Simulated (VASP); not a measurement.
A run of VASP 6.6.1 is set up as follows.

The input INCAR:

```
SYSTEM = BiB
PREC = Accurate
ENCUT = 520
EDIFF = 1E-6
ISMEAR = -1
SIGMA = 0.02
LREAL = .False.
LASPH = .True.
NELM = 100
ALGO = Fast
ISIF = 2
LWAVE = .False.
LCHARG = .True.
GGA = PE
LELF = .True.
LVHAR = .True.
NBANDS = 16
```

KPOINTS

```
Automatic mesh
0
Gamma
  8 8 8
  0 0 0
```

The input POSCAR:

```
BiB
1.0
    0.0000000000      2.5950043228      2.8373251947
    2.5950043228      0.0000000000      2.8373251947
    2.5950043228      2.5950043228      0.0000000000
B Bi
1 1
Direct
    0.0000000000      0.0000000000      0.0000000000
    0.2500000000      0.2500000000      0.2500000000
```

Potentials or basis: VASP PAW PBE potentials, release 64 (B, Bi_d).

Launch:

```console
$ cat potpaw_PBE.64/B/POTCAR potpaw_PBE.64/Bi_d/POTCAR > POTCAR
$ mpirun -np 1 vasp_std > vasp.out
```

(1) Predict the band gap on the k mesh.

(2) Predict the pressure.

Answers

(1) 0.10 eV, indirect (least direct gap 0.55 eV).

(2) 8.7 GPa.

Caveat: spin-orbit coupling is left out, which as a rule narrows the gap of such compounds by several tenths of an eV.
